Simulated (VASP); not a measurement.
# CuF (Pm-3m) in VASP: settings compared

One crystal, CuF, is run at these levels: PBE, HSE06, r2SCAN; tasks: single point.

Program: VASP 6.6.1. These are calculated values, not measurements. Logs are shortened: lines on timing, memory, paths and dates and some standing lists are left out, and cuts for length are marked.

### Step 1. The crystal as given

The structure is cubic, space group Pm-3m (No. 221). Conventional cell: a = 2.738 Å, b = 2.738 Å, c = 2.738 Å, α = 90.00°, β = 90.00°, γ = 90.00°. Around Cu (site symmetry m-3m) lie 8 F at 2.37 Å. Around F (site symmetry m-3m) lie 8 Cu at 2.37 Å.

The cell was built by a generator and needn't be a form met in nature.

### Step 2. Single point, PBE

Contents of INCAR:

```
SYSTEM = CuF
PREC = Accurate
ENCUT = 520
EDIFF = 1E-6
ISMEAR = -1
SIGMA = 0.02
LREAL = .FALSE.
LASPH = .TRUE.
NELM = 100
ALGO = Fast
ISIF = 2
LWAVE = .FALSE.
LCHARG = .FALSE.
GGA = PE
NBANDS = 16
```

Contents of KPOINTS:

```
regular mesh
0
G
  6 6 6
  0 0 0
```

Contents of POSCAR:

```
CuF
1.0
    2.7384616615      0.0000000000      0.0000000000
    0.0000000000      2.7384616615      0.0000000000
    0.0000000000      0.0000000000      2.7384616615
Cu F
1 1
Direct
    0.0000000000      0.0000000000      0.0000000000
    0.5000000000      0.5000000000      0.5000000000
```

Potentials or basis: VASP PAW PBE potentials, release 64 (Cu, F).

Launch:

```
$ cat potpaw_PBE.64/Cu/POTCAR potpaw_PBE.64/F/POTCAR > POTCAR
$ mpirun -np 1 vasp_std > vasp.out
```

OUTCAR:

```text
SYSTEM = CuF
   PREC = Accurate
   ENCUT = 520
   EDIFF = 1E-6
   ISMEAR = -1
   LREAL = .FALSE.
   LASPH = .TRUE.
   NELM = 100
   ISIF = 2
   GGA = PE

 ion  position               nearest neighbor table
   1  0.000  0.000  0.000-
   2  0.500  0.500  0.500-

  LATTYP: Found a simple cubic cell.
 ALAT       =     2.7384616615

  Lattice vectors:

 A1 = (   2.7384616615,   0.0000000000,   0.0000000000)
 A2 = (   0.0000000000,   2.7384616615,   0.0000000000)
 A3 = (   0.0000000000,   0.0000000000,   2.7384616615)

Analysis of symmetry for initial positions (statically):
=====================================================================
 Subroutine PRICEL returns:
 Original cell was already a primitive cell.

 Routine SETGRP: Setting up the symmetry group for a
 simple cubic supercell.

 Subroutine GETGRP returns: Found 48 space group operations
 (whereof 48 operations were pure point group operations)
 out of a pool of 48 trial point group operations.

The static configuration has the point symmetry O_h .

Analysis of symmetry for dynamics (positions and initial velocities):
=====================================================================
 Subroutine PRICEL returns:
 Original cell was already a primitive cell.

 Routine SETGRP: Setting up the symmetry group for a
 simple cubic supercell.

 Subroutine GETGRP returns: Found 48 space group operations
 (whereof 48 operations were pure point group operations)
 out of a pool of 48 trial point group operations.

The dynamic configuration has the point symmetry O_h .

 Subroutine INISYM returns: Found 48 space group operations
 (whereof 48 operations are pure point group operations),
 and found     1 'primitive' translations

----------------------------------------------------------------------------------------

                                     Primitive cell

  volume of cell :      20.5362

  direct lattice vectors                    reciprocal lattice vectors
     2.738461662  0.000000000  0.000000000     0.365168523  0.000000000  0.000000000
     0.000000000  2.738461662  0.000000000     0.000000000  0.365168523  0.000000000
     0.000000000  0.000000000  2.738461662     0.000000000  0.000000000  0.365168523

  length of vectors
     2.738461662  2.738461662  2.738461662     0.365168523  0.365168523  0.365168523

  position of ions in fractional coordinates (direct lattice)
     0.000000000  0.000000000  0.000000000
     0.500000000  0.500000000  0.500000000

  ion indices of the primitive-cell ions
   primitive index   ion index
                 1           1
                 2           2

----------------------------------------------------------------------------------------

 KPOINTS: regular mesh

Automatic generation of k-mesh.
 Grid dimensions read from file:
 generate k-points for:    6    6    6

 Generating k-lattice:

  Cartesian coordinates                     Fractional coordinates (reciprocal lattice)
     0.060861420  0.000000000  0.000000000     0.166666667  0.000000000  0.000000000
     0.000000000  0.060861420  0.000000000     0.000000000  0.166666667  0.000000000
     0.000000000  0.000000000  0.060861420     0.000000000  0.000000000  0.166666667

  Length of vectors
     0.060861420  0.060861420  0.060861420

  Shift w.r.t. Gamma in fractional coordinates (k-lattice)
     0.000000000  0.000000000  0.000000000

 Subroutine IBZKPT returns following result:
 ===========================================

 Found     20 irreducible k-points:

 Following reciprocal coordinates:
            Coordinates               Weight
  0.000000  0.000000  0.000000      1.000000
  0.166667  0.000000  0.000000      6.000000
  0.333333  0.000000  0.000000      6.000000
  0.500000  0.000000  0.000000      3.000000
  0.166667  0.166667  0.000000     12.000000
  0.333333  0.166667  0.000000     24.000000
[... 12 lines left out ...]
  0.500000  0.500000  0.333333      6.000000
  0.500000  0.500000  0.500000      1.000000
   k-points           NKPTS =     20   k-points in BZ     NKDIM =     20   number of bands    NBANDS=     16
   number of dos      NEDOS =    301   number of ions     NIONS =      2
   total plane-waves  NPLWV =   8000
   dimension x,y,z NGX =    20 NGY =   20 NGZ =   20
   dimension x,y,z NGXF=    40 NGYF=   40 NGZF=   40
   ions per type =               1   1
   NGX,Y,Z   is equivalent  to a cutoff of  12.14, 12.14, 12.14 a.u.
   NGXF,Y,Z  is equivalent  to a cutoff of  24.28, 24.28, 24.28 a.u.
 SYSTEM =  CuF
   PREC   = accura    normal or accurate (medium, high low for compatibility)
   ISTART =      0    job   : 0-new  1-cont  2-samecut
   ICHARG =      2    charge: 1-file 2-atom 10-const
   ISPIN  =      1    spin polarized calculation?
   LNONCOLLINEAR =      F non collinear calculations
   LSORBIT =      F    spin-orbit coupling
   LASPH  =      T    aspherical Exc in radial PAW
   ENCUT  =  520.0 eV  38.22 Ry    6.18 a.u.   5.09  5.09  5.09*2*pi/ulx,y,z
   NELM   =    100;   NELMIN=  2; NELMDL= -5     # of ELM steps
   EDIFF  = 0.1E-05   stopping-criterion for ELM
   LREAL  =      F    real-space projection
   EDIFFG = 0.1E-04   stopping-criterion for IOM
   NSW    =      0    number of steps for IOM
   IBRION =     -1    ionic relax: 0-MD 1-quasi-New 2-CG
   NFREE  =      0    steps in history (QN), initial steepest desc. (CG)
   ISIF   =      2    stress and relaxation
   ISYM   =      2    0-nonsym 1-usesym 2-fastsym
   POTIM  = 0.5000    time-step for ionic-motion
   TEBEG  =    0.0;   TEEND  =   0.0 temperature during run
   PSTRESS=    0.0 pullay stress
   NELECT =      18.0000    total number of electrons
   NUPDOWN=      -1.0000    fix difference up-down
   EMIN   =  10.00;   EMAX   =-10.00  energy-range for DOS
   EFERMI =   0.00;   METHOD = LEGACY
   ISMEAR =    -1;   SIGMA  =   0.02  broadening in eV -4-tet -1-fermi 0-gaus
   EFERMI_NEDOS =   21; number of points for ismear=-14 and -15
   IALGO  =     68    algorithm
   IMIX   =      4    mixing-type and parameters
     AMIX     =   0.40;   BMIX     =  1.00
     AMIX_MAG =   1.60;   BMIX_MAG =  1.00
  volume/ion in A,a.u.               =      10.27        69.29
  Fermi-wavevector in a.u.,A,eV,Ry     =   1.566723  2.960678 33.397163  2.454622
  Thomas-Fermi vector in A             =   2.669009
   LORBIT       =      0    0 simple, 1 ext, 2 COOP (PROOUT), +10 PAW based schemes
   GGA     = PE    functional components
   LHFCALC =     F    Hartree Fock is set to
   AEXX    =    0.0000 exact exchange contribution
   IVDW    =     0    specifies the selected vdW correction
   LEPSILON=     F    determine dielectric tensor
   LRPA    =     F    only Hartree local field effects (RPA)
 non-spin polarized calculation
 RMM-DIIS sequential band-by-band and
  energy-cutoff  :      520.00
  volume of cell :       20.54
 maximum number of plane-waves:       565
   NGX = 11   NGY = 11   NGZ = 11

 number of electron      17.9999961 magnetization

 Free energy of the ion-electron system (eV)
  ---------------------------------------------------
  ext. energy  EPLUGINS =         0.00000000
  ---------------------------------------------------
  free energy    TOTEN  =        -6.97077303 eV

  energy without entropy =       -6.96818322  energy(sigma->0) =       -6.96947813

 E-fermi :   5.0136     XC(G=0): -11.8709

 val. band max:        5.0087953162   @ k =   0.5000   0.5000   0.3333
 cond. band min:       5.0150446555   @ k =   0.5000   0.5000   0.5000
 fundamental gap:      0.0062493393
 Fermi energy:         5.0135609078

 k-point     1 :       0.0000    0.0000    0.0000
  band No.  band energies     occupation
      1     -19.1053      2.00000
      2       0.5706      2.00000
      3       0.5706      2.00000
      4       0.5706      2.00000
      5       3.0923      2.00000
      6       3.0923      2.00000
[... 8 lines left out ...]
     15      22.1239      0.00000
     16      36.3105      0.00000

 k-point     2 :       0.1667    0.0000    0.0000
  band No.  band energies     occupation
      1     -19.0052      2.00000
      2      -0.7053      2.00000
      3       0.5461      2.00000
      4       0.5461      2.00000
      5       3.1503      2.00000
      6       3.4658      2.00000
[... 8 lines left out ...]
     15      25.1825      0.00000
     16      31.7231      0.00000

 k-point     3 :       0.3333    0.0000    0.0000
  band No.  band energies     occupation
      1     -18.7940      2.00000
      2      -2.2550      2.00000
      3       0.4947      2.00000
      4       0.4947      2.00000
      5       3.2684      2.00000
      6       4.2135      2.00000
[... 8 lines left out ...]
     15      27.7004      0.00000
     16      29.1255      0.00000

 k-point     4 :       0.5000    0.0000    0.0000
  band No.  band energies     occupation
      1     -18.6837      2.00000
      2      -2.8672      2.00000
      3       0.4679      2.00000
      4       0.4679      2.00000
      5       3.3285      2.00000
      6       4.5760      2.00000
[... 8 lines left out ...]
     15      25.8092      0.00000
     16      31.6136      0.00000
[... 248 lines left out ...]
 k-point    18 :       0.5000    0.3333    0.3333
  band No.  band energies     occupation
      1     -18.2455      2.00000
      2      -1.5066      2.00000
      3      -0.9574      2.00000
      4      -0.8772      2.00000
      5       4.3899      2.00000
      6       4.4169      2.00000
[... 8 lines left out ...]
     15      23.2799      0.00000
     16      25.1920      0.00000

 k-point    19 :       0.5000    0.5000    0.3333
  band No.  band energies     occupation
      1     -18.1681      2.00000
      2      -1.3925      2.00000
      3      -1.3925      2.00000
      4      -0.8921      2.00000
      5       4.5474      2.00000
      6       4.7588      1.99999
[... 8 lines left out ...]
     15      24.0805      0.00000
     16      24.0805      0.00000

 k-point    20 :       0.5000    0.5000    0.5000
  band No.  band energies     occupation
      1     -18.0905      2.00000
      2      -1.3777      2.00000
      3      -1.3777      2.00000
      4      -1.3777      2.00000
      5       4.9799      1.68702
      6       4.9799      1.68702
[... 8 lines left out ...]
     15      23.5415      0.00000
     16      23.5415      0.00000

------------------------ aborting loop because EDIFF is reached ----------------------------------------

  FORCE on cell =-STRESS in cart. coord.  units (eV):
  Direction    XX          YY          ZZ          XY          YZ          ZX
  --------------------------------------------------------------------------------------
  -------------------------------------------------------------------------------------
  Total        0.8402292      0.8402292      0.8402292      0.0000000      0.0000000     -0.0000000
  in kB       65.5523624     65.5523624     65.5523624      0.0000000      0.0000000     -0.0000000
  external PRESSURE =      65.5523624 kB  Pullay stress =       0.0000000 kB

 VOLUME and BASIS-vectors are now :
 -----------------------------------------------------------------------------
  energy-cutoff  :      520.00
  volume of cell :       20.54
      direct lattice vectors                 reciprocal lattice vectors
     2.738461662  0.000000000  0.000000000     0.365168523  0.000000000  0.000000000
     0.000000000  2.738461662  0.000000000     0.000000000  0.365168523  0.000000000
     0.000000000  0.000000000  2.738461662     0.000000000  0.000000000  0.365168523

 POSITION                                       TOTAL-FORCE (eV/Angst)
 -----------------------------------------------------------------------------------
      0.00000      0.00000      0.00000         0.000000      0.000000      0.000000
      1.36923      1.36923      1.36923         0.000000      0.000000      0.000000
 -----------------------------------------------------------------------------------
    total drift:                                0.000000      0.000000      0.000000

  FREE ENERGIE OF THE ION-ELECTRON SYSTEM (eV)
  ---------------------------------------------------
  free  energy   TOTEN  =        -6.9707730313 eV

  energy  without entropy=       -6.9681832211  energy(sigma->0) =       -6.96947813
```

Wall time 3.8 s (1 thread of Intel Xeon 6975P-C (Granite Rapids), shared host); peak memory 0.12 GiB.

Results:

```yaml
Free_energy: -6.9708 eV
Pressure: 6.6 GPa
Band_gap_on_the_k_mesh: none (metal or under the smearing width)
```

Levels at points of the mesh, in eV from the Fermi level:
```tsv
k point	band 6	band 7	band 8	band 9	band 10	band 11	band 12	band 13
(0.00, 0.00, 0.00)	-1.92	-1.87	-0.36	-0.36	-0.36	15.37	15.37	17.11
(0.50, 0.00, 0.00)	-0.44	-0.31	-0.17	-0.17	4.22	4.90	16.78	16.78
(0.50, 0.50, 0.00)	-1.26	-0.76	-0.76	-0.02	5.00	8.62	8.62	14.97
(0.50, 0.50, 0.50)	-0.03	-0.03	0.00	0.00	6.91	6.91	6.91	11.55
```

Caveat: the k mesh is coarse (spacing up to 0.38 Å⁻¹), so the values aren't converged; the run has no spin polarisation, though such a crystal can be magnetic; semilocal functionals often make such compounds metallic where correlation or magnetic order opens a gap, which also shifts bond lengths.

### Step 3. Single point, HSE06

POSCAR is that of step 2.

Contents of INCAR.step1:

```
  PREC = Accurate
  ENCUT = 520
  EDIFF = 1E-5
  ISMEAR = -1
  SIGMA = 0.02
  LREAL = F
  LASPH = T
  NELM = 100
  ALGO = Normal
  ISIF = 2
  LWAVE = T
  LCHARG = F
  NBANDS = 16
  GGA = PE
```

Contents of INCAR.step2:

```
  PREC = Accurate
  ENCUT = 520
  EDIFF = 1E-7
  ISMEAR = -1
  SIGMA = 0.02
  LREAL = F
  LASPH = T
  NELM = 100
  ALGO = Normal
  ISIF = 2
  LWAVE = F
  LCHARG = F
  GGA = PE
  LHFCALC = T
  HFSCREEN = 0.2079
  PRECFOCK = Normal
  NBANDS = 16
  ISTART = 1
```

Contents of KPOINTS:

```
Automatic mesh
0
Gamma
  4 4 4
```

Potentials or basis: VASP PAW PBE potentials, release 64 (Cu, F).

Launch:

```
$ cat potpaw_PBE.64/Cu/POTCAR potpaw_PBE.64/F/POTCAR > POTCAR
$ cp INCAR.step1 INCAR
$ mpirun -np 1 vasp_std > vasp.out
$ cp INCAR.step2 INCAR
$ mpirun -np 1 vasp_std > vasp.out
```

Run time: 5.4 min. Hardware: 1 thread of Intel Xeon 6975P-C (Granite Rapids), shared host; peak memory 0.22 GiB.

It converged, with:

```yaml
Free_energy: -8.7448 eV
Pressure: 3.2 GPa
Band_gap_on_the_k_mesh: none (metal or under the smearing width)
```

Levels at points of the mesh, in eV from the Fermi level:
```tsv
k point	band 5	band 6	band 7	band 8	band 9	band 10	band 11	band 12	band 13	band 14
(0.00, 0.00, 0.00)	-2.27	-2.21	-0.78	-0.78	-0.78	-0.19	17.49	17.50	19.71	19.71
(0.50, 0.00, 0.00)	-2.00	-0.73	-0.61	-0.50	-0.50	6.13	7.11	19.18	19.18	19.27
(0.50, 0.50, 0.00)	-1.90	-1.69	-1.20	-1.20	-0.16	7.16	10.86	10.86	17.08	25.38
(0.50, 0.50, 0.50)	-0.34	-0.34	-0.34	-0.17	0.07	8.94	8.94	8.94	14.38	21.00
```

Caveat: the k mesh is coarse (spacing up to 0.57 Å⁻¹), so the values aren't converged, least of all with exact exchange; the PAW data sets were made with another functional, which shifts forces and pressure a little; the run has no spin polarisation, though such a crystal can be magnetic.

### Step 4. Single point, r2SCAN

POSCAR is that of step 3.

Contents of INCAR.step1:

```
PREC     = Accurate       # precision mode
ENCUT    = 520            # plane-wave cutoff, eV
ISMEAR   = -1             # smearing method
SIGMA    = 0.02           # smearing width, eV
LREAL    = False          # projectors in reciprocal space
LASPH    = True           # aspherical terms in the spheres
NELM     = 100            # most SCF steps
NBANDS   = 16             # bands
GGA      = PE             # functional
ALGO     = Normal         # electronic algorithm
EDIFF    = 1E-4           # SCF threshold, eV
LWAVE    = True           # write WAVECAR
LCHARG   = False          # write CHGCAR
```

Contents of INCAR.step2:

```
PREC     = Accurate       # precision mode
ENCUT    = 520            # plane-wave cutoff, eV
EDIFF    = 1E-6           # SCF threshold, eV
ISMEAR   = -1             # smearing method
SIGMA    = 0.02           # smearing width, eV
LREAL    = False          # projectors in reciprocal space
LASPH    = True           # aspherical terms in the spheres
NELM     = 100            # most SCF steps
ALGO     = Normal         # electronic algorithm
ISIF     = 2              # what is computed and relaxed
LWAVE    = False          # write WAVECAR
LCHARG   = False          # write CHGCAR
METAGGA  = R2SCAN         # meta-GGA
LMIXTAU  = True         
NBANDS   = 16             # bands
ISTART   = 1
```

Contents of KPOINTS:

```
regular mesh
0
Gamma
  6 6 6
```

Launch:

```
$ cat potpaw_PBE.64/Cu/POTCAR potpaw_PBE.64/F/POTCAR > POTCAR
$ cp INCAR.step1 INCAR
$ mpirun -np 1 vasp_std > vasp.out
$ cp INCAR.step2 INCAR
$ mpirun -np 1 vasp_std > vasp.out
```

It took 11 s on 1 thread of Intel Xeon 6975P-C (Granite Rapids), shared host; peak memory 0.13 GiB.

Results (log left out):

```
Free energy            : -15.7502 eV
Pressure               : 0.1 GPa
Band gap on the k mesh : none (metal or under the smearing width)
```

Levels at points of the mesh, in eV from the Fermi level:
```tsv
k point	band 6	band 7	band 8	band 9	band 10	band 11	band 12	band 13
(0.00, 0.00, 0.00)	-1.91	-1.49	-0.41	-0.41	-0.41	16.02	16.02	17.98
(0.50, 0.00, 0.00)	-0.45	-0.36	-0.23	-0.23	4.76	5.32	17.53	17.53
(0.50, 0.50, 0.00)	-1.28	-0.80	-0.80	-0.02	5.44	9.25	9.25	15.66
(0.50, 0.50, 0.50)	-0.10	-0.10	0.01	0.01	7.47	7.47	7.47	12.17
```

Caveat: the k mesh is coarse (spacing up to 0.38 Å⁻¹), so the values aren't converged; the PAW data sets were made with another functional, which shifts forces and pressure a little; the run has no spin polarisation, though such a crystal can be magnetic; semilocal functionals often make such compounds metallic where correlation or magnetic order opens a gap, which also shifts bond lengths.

### Step 5. The runs side by side

| level | k mesh | exchange at q = 0 | grid for exact exchange (PRECFOCK) | screening parameter | gap on the mesh (eV) | pressure (GPa) |
| --- | --- | --- | --- | --- | --- | --- |
| PBE | 6 × 6 × 6 | - | - | - | none | 6.6 |
| HSE06 | 4 × 4 × 4 | truncated | Normal | 0.2079 1/A | none | 3.2 |
| r2SCAN | 6 × 6 × 6 | - | - | - | none | 0.1 |

Alike in all rows: task single point; potentials or basis VASP PAW PBE potentials, release 64 (Cu, F); no spin polarisation; cell as given; cutoff (eV) 520; smearing fermi-dirac 0.02 eV; the mesh is coarse, so values aren't converged.

Caveats: all runs use coarse meshes; the run has no spin polarisation, though such a crystal can be magnetic; semilocal functionals often make such compounds metallic where correlation or magnetic order opens a gap, which also shifts bond lengths (some runs); the PAW data sets were made with another functional, which shifts forces and pressure a little (some runs).

Total energies depend on the potentials used, so only differences within one code and one set of settings carry meaning.
